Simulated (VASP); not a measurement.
# TiAu (Pmma): pressure and energy against volume for an evenly scaled cell, PBEsol + D3(BJ)

A TiAu cell can be set to a wanted pressure by its stress tensor or by the slope of its energy curve, and the choice matters if the two disagree.

**Problem.** Seven cells of one Pmma crystal differ only by even scaling. Find a law with few parameters that gives both pressure and energy, and find how far the stress departs from the slope of the energy. Volume changes are counted from the minimum of the fitted energy curve, 15.58 Å³ per atom. Positive pressure means a compressed cell, and energies are per atom above the lowest row, 15.55 Å³.

## Set-up

A cell from the Materials Project database, relaxed at this level and then scaled evenly, fractional positions kept. VASP 6.6.1, plane waves with PAW, PBEsol + D3(BJ), cutoff 400 eV, k mesh 6×9×6, no spin polarisation, no spin-orbit coupling, static lattice. A Birch-Murnaghan fit to the energies has its minimum at 15.58 Å³ per atom.

Notes on method and selection:

- The pressure is that of a finite plane-wave basis, so it need not vanish exactly at the minimum of the energy.
- Only series whose fit has its minimum inside the range and an error under 0.5 meV per atom are shown.
- Where rows or columns differ in functional or spin-orbit coupling, non-spherical gradient terms in the PAW spheres (LASPH) may be on in some and off in others.
- Runs that did not converge, have known faults or may not be shown are not listed, and runs on Ansatz's PAW sets soft_1 and soft_2 are kept to separate tables.

Columns:

- volume change (%): volume relative to the fitted equilibrium volume.
- pressure (GPa): pressure from the stress tensor (positive: compressed).
- energy (meV/atom): energy per atom above the lowest point of the series.

Input lines of one member:

```
PREC = Accurate
ENCUT = 400
EDIFF = 1E-06
NELM = 100
ISMEAR = 1
SIGMA = 0.2
LREAL = .FALSE.
ALGO = Normal
GGA = PS
IVDW = 12
NBANDS = 29
LORBIT = 11
KPAR = 4
ISIF = 2
```

Command (options for logging and memory left out): `mpirun -np 4 vasp_std`

## The series

| member | volume change (%) | pressure (GPa) | energy (meV/atom) |
| --- | --- | --- | --- |
| 14.62 Å³ | −6.18 | 13.09 | 38.6 |
| 14.93 Å³ | −4.18 | 8.17 | 17.0 |
| 15.24 Å³ | −2.19 | 3.79 | 4.4 |
| 15.55 Å³ | −0.19 | −0.07 | 0.0 |
| 15.86 Å³ | 1.81 | −3.60 | 2.8 |
| 16.17 Å³ | 3.80 | −6.63 | 12.1 |
| 16.49 Å³ | 5.80 | −9.52 | 27.1 |

Least-squares fits to the whole series, with x = volume change (%); R² and errors in the fitted variable (y, or ln y where the fit is in ln y):

| y | members | fit | R² | rms residual | leave-one-out rms | the same for the mean of the others |
| --- | --- | --- | --- | --- | --- | --- |
| pressure (GPa) | 7 | y = −0.4434 − 1.855 x + 0.05245 x² | 1.00 | 0.069 | 0.18 | 8.8 |
| energy (meV/atom) | 7 | y = −0.1658 − 0.4728 x + 0.9167 x² | 1.00 | 0.77 | 2.1 | 15 |

## What drives the series

**Solution.** The pressure falls from row to row, from 13.09 GPa in the smallest cell to −9.52 GPa in the largest. It falls ever more gently: by (13.09 − 8.17) / 2.00 = 2.46 GPa per percent of volume between the two smallest cells, and by (9.52 − 6.63) / 2.00 = 1.45 GPa per percent between the two largest. The energy accordingly rises more steeply on compression than on expansion.

The general reason is that squeezing raises the kinetic energy of the electrons and the repulsion between filled shells faster than it strengthens the bonding. Stretching weakens both, and the crystal becomes softer.

Let $s = (V - V_0)/V_0$, the tabulated percentage divided by 100. Three assumptions suffice.

1. Along this path the energy depends on volume alone, so the true slope pressure is $q = -\mathrm{d}E/\mathrm{d}V$.

2. The stiffness changes linearly with volume, $\mathrm{d}q/\mathrm{d}s = -B + 2Cs$. Since $q = 0$ at $s = 0$, integration gives
$$q = -Bs + Cs^2 .$$
A second integration, $E = -V_0\int q\,\mathrm{d}s$, gives
$$E = V_0\left(\frac{B}{2}s^2 - \frac{C}{3}s^3\right).$$

3. The stress tensor differs from $q$ by a constant, $P = q + p_0$.

The third assumption comes from the finite basis. The stress is the derivative at a fixed set of plane waves. If the cell grows while the set stays the same, the effective cutoff drops and the energy rises, which acts as an extra inward pull. Hence $p_0$ should be negative. The energies escape most of this error, because each volume has its own set of waves up to 400 eV.

$B$ is the bulk modulus at the energy minimum, and $C$ measures how the crystal stiffens under compression.

## Testing the model

$B$, $C$ and $p_0$ are fixed on 14.93 Å³ and 16.17 Å³. $V_0$ comes from the fit to all seven energies, so the test on the other cells is not fully independent. The lowest row lies only about 0.03 meV per atom above the fitted minimum, so the tabulated energies are used unchanged. In eV they are 17.0 / 1000 = 0.0170 and 12.1 / 1000 = 0.0121, and the volume changes have the sizes 4.18 / 100 = 0.0418 and 3.80 / 100 = 0.0380. With 1 eV/Å³ = 160.2 GPa, the energies give $E/(V_0s^2) = B/2 - Cs/3$:

- 14.93 Å³: 160.2 × 0.0170 / (15.58 × 0.0418²) = 100.04 GPa
- 16.17 Å³: 160.2 × 0.0121 / (15.58 × 0.0380²) = 86.16 GPa

Then $C/3$ = (100.04 − 86.16) / (0.0418 + 0.0380) = 173.9 GPa, so $C$ = 3 × 173.9 = 522 GPa. Further, $B/2$ = 86.16 + 173.9 × 0.0380 = 92.77 GPa, so $B$ = 2 × 92.77 = 185.5 GPa.

The slope pressures of the same two cells are 185.5 × 0.0418 + 522 × 0.0418² = 8.67 GPa and −185.5 × 0.0380 + 522 × 0.0380² = −6.30 GPa. The tabulated pressures lie 0.50 and 0.33 GPa lower, so $p_0$ is taken as the mean, −0.42 GPa.

For four other cells the sizes of $s$ are 6.18 / 100 = 0.0618, 2.19 / 100 = 0.0219, 1.81 / 100 = 0.0181 and 5.80 / 100 = 0.0580. Their pressures:

- 14.62 Å³: 185.5 × 0.0618 + 522 × 0.0618² − 0.42 = 13.04 GPa (table 13.09)
- 15.24 Å³: 185.5 × 0.0219 + 522 × 0.0219² − 0.42 = 3.89 GPa (table 3.79)
- 15.86 Å³: −185.5 × 0.0181 + 522 × 0.0181² − 0.42 = −3.61 GPa (table −3.60)
- 16.49 Å³: −185.5 × 0.0580 + 522 × 0.0580² − 0.42 = −9.42 GPa (table −9.52)

Their energies, with the factor 1000 × 15.58 / 160.2 = 97.25 meV/GPa:

- 14.62 Å³: 97.25 × 0.0618² × (92.77 + 173.9 × 0.0618) = 38.4 meV (table 38.6)
- 15.24 Å³: 97.25 × 0.0219² × (92.77 + 173.9 × 0.0219) = 4.5 meV (table 4.4)
- 15.86 Å³: 97.25 × 0.0181² × (92.77 − 173.9 × 0.0181) = 2.9 meV (table 2.8)
- 16.49 Å³: 97.25 × 0.0580² × (92.77 − 173.9 × 0.0580) = 27.0 meV (table 27.1)

## Departures from the trend

Largest departures from the fit to the whole series:

| member | pressure (GPa) | fit | computed − fit | in rms residuals |
| --- | --- | --- | --- | --- |
| 16.17 Å³ | −6.63 | −6.74 | +0.11 | 1.5 |
| 16.49 Å³ | −9.52 | −9.44 | −0.08 | 1.2 |
| 15.24 Å³ | 3.79 | 3.87 | −0.08 | 1.2 |
| 14.62 Å³ | 13.09 | 13.02 | +0.07 | 1.0 |

The pressure misses of the three-parameter model stay within about 0.1 GPa, but at the ends this agreement is partly a cancellation. If the bulk modulus grows linearly with pressure, at the rate $B' = 2C/B - 1$ = 2 × 522 / 185.5 − 1 = 4.63, the next term of the series is $-B(B'+1)(B'+2)s^3/6$. With 4.63 + 1 = 5.63 and 4.63 + 2 = 6.63, it adds 185.5 × 5.63 × 6.63 × 0.0618³ / 6 = 0.27 GPa at 14.62 Å³ and −185.5 × 5.63 × 6.63 × 0.0580³ / 6 = −0.23 GPa at 16.49 Å³. The same term also adds $B(B'+1)(B'+2)s^2/24$ to $E/(V_0s^2)$, so $B$ must be fitted again to the two chosen cells, while $C$ hardly changes. $B$ drops by 185.5 × 5.63 × 6.63 × 0.0418 × 0.0380 / 12 = 0.92 GPa, which takes back 0.06 GPa in the smallest cell and 0.05 GPa in the largest.

With both changes, the basis offset needed to reach the table is −0.42 + 0.05 − 0.27 + 0.06 = −0.58 GPa in the smallest cell and −0.42 − 0.10 + 0.23 − 0.05 = −0.34 GPa in the largest. Two assumptions therefore fail slightly at the ends: the stiffness is not quite linear in volume, and the offset is not constant but stronger under compression. Their errors partly cancel in the pressure.

Even scaling leaves forces along c on the atoms and a stress that is smaller in size along the short b axis than along a and c. These do not explain the mismatch, since energy and pressure belong to the same path of fixed fractional positions. They do limit what the path represents. Under truly hydrostatic load the atoms would shift along c, and the short b axis would take a larger share of the compression, because its stress is the smaller one. Both adjustments lower the energy at a given volume, so the relaxed crystal is somewhat softer than this curve.

## Summary

From −6.18 to 5.80 % in volume, one pair $B$, $C$ describes the energies to about 0.2 meV per atom, and with a constant offset the pressures to about 0.1 GPa. The stress pressure lies roughly 0.3 to 0.6 GPa below the slope of the energy, so zero stress falls 0.42 / 185.5 = 0.23 % below the volume of lowest energy. That is harmless for a cell volume, but for a target pressure of a few GPa the energy slope is the better choice.

Two omitted effects can exceed the basis offset. Thermal motion at room temperature adds roughly 1 to 2 GPa at fixed volume: with a vibrational energy of about 3kT = 0.078 eV per atom and an assumed Grüneisen parameter of 2, the estimate is 160.2 × 2 × 0.078 / 15.58 = 1.6 GPa. An error of 1 % in the functional's equilibrium volume shifts the pressure by nearly 2 GPa, downwards if that volume is too small.

[Logs are printed without paths, hosts, clocks, repeated set-up lines and the standing remarks that a program may print on its own settings, such as how far it seeks lower states.]
